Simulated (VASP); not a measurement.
Computed with LDA (Ceperley-Alder, Perdew-Zunger), VASP's LDA PAW potentials (set 64) (plane waves; VASP).

VASP input:

POSCAR:
```
ZnO
1.0
  1.5969738480  -2.7660402584   0.0000000000
  1.5969738480   2.7660402584   0.0000000000
  0.0000000000   0.0000000000   5.1628760036
Zn O
2 2
Cart
  1.5969738480  -0.9220152635   2.5906449766
  1.5969738480   0.9220152635   0.0092069748
  1.5969738480  -0.9220152635   4.5444496603
  1.5969738480   0.9220152635   1.9630116585
```

### KPOINTS
```
Automatic mesh
0
Gamma
8 8 5
0 0 0
```

**INCAR**
```
SYSTEM = ZnO
PREC = Accurate
ENCUT = 620
EDIFF = 1E-6
NELM = 100
ALGO = Normal
LREAL = .FALSE.
LASPH = .TRUE.
ISMEAR = 0
SIGMA = 0.05
LMAXMIX = 4
LWAVE = .FALSE.
LCHARG = .FALSE.
IBRION = 2
ISIF = 3
NSW = 40
EDIFFG = -0.02
```

POTCAR, in this order: Zn O (LDA.64 set). Program: vasp_std.

The run wrote:

### OSZICAR
```
       N       E                     dE             d eps       ncg     rms          rms(c)
DAV:   1     0.305139554146E+03    0.30514E+03   -0.20839E+04  1320   0.271E+03
DAV:   2     0.865625995213E+01   -0.29648E+03   -0.28476E+03  1404   0.480E+02
DAV:   3    -0.235773527311E+02   -0.32234E+02   -0.31997E+02  1542   0.165E+02
DAV:   4    -0.242318061015E+02   -0.65445E+00   -0.65382E+00  1458   0.247E+01
DAV:   5    -0.242369033302E+02   -0.50972E-02   -0.50970E-02  1548   0.211E+00    0.159E+01
DAV:   6    -0.211042386837E+02    0.31327E+01   -0.10940E+01  2300   0.719E+01    0.102E+01
DAV:   7    -0.212247068553E+02   -0.12047E+00   -0.24197E+00  1382   0.191E+01    0.594E+00
DAV:   8    -0.212226837637E+02    0.20231E-02   -0.82018E-01  1790   0.866E+00    0.179E+00
DAV:   9    -0.211616845573E+02    0.60999E-01   -0.18104E-01  2062   0.819E+00    0.339E-01
DAV:  10    -0.211646305365E+02   -0.29460E-02   -0.49330E-02  1332   0.169E+00    0.119E-01
DAV:  11    -0.211644675408E+02    0.16300E-03   -0.12102E-03  1948   0.399E-01    0.334E-02
DAV:  12    -0.211644751635E+02   -0.76227E-05   -0.77315E-05  1804   0.120E-01    0.160E-02
DAV:  13    -0.211644741664E+02    0.99705E-06   -0.61757E-06  1422   0.290E-02
   1 F= -.21164474E+02 E0= -.21164474E+02  d E =-.211645E+02
```

File OUTCAR:
```
------------------------ aborting loop because EDIFF is reached ----------------------------------------
  FORCE on cell =-STRESS in cart. coord.  units (eV):
  Direction    XX          YY          ZZ          XY          YZ          ZX
  --------------------------------------------------------------------------------------
  Total       -0.0566530     -0.0566530     -0.0481823      0.0000000      0.0000000      0.0000000
  in kB       -1.9900104     -1.9900110     -1.6924654      0.0000000      0.0000000      0.0000000
  external PRESSURE =      -1.8908289 kB  Pullay stress =       0.0000000 kB
  volume of cell :       45.61
      direct lattice vectors                 reciprocal lattice vectors
     1.596973848 -2.766040258  0.000000000     0.313092165 -0.180763819  0.000000000
     1.596973848  2.766040258  0.000000000     0.313092165  0.180763819  0.000000000
     0.000000000  0.000000000  5.162876004     0.000000000  0.000000000  0.193690493
  FREE ENERGIE OF THE ION-ELECTRON SYSTEM (eV)
  ---------------------------------------------------
  free  energy   TOTEN  =       -21.1644741664 eV

  energy  without entropy=      -21.1644741664  energy(sigma->0) =      -21.16447417

 reached required accuracy - stopping structural energy minimisation
```
(Selected blocks of OUTCAR.)

The compound is ZnO in the wurtzite structure. It was relaxed first.
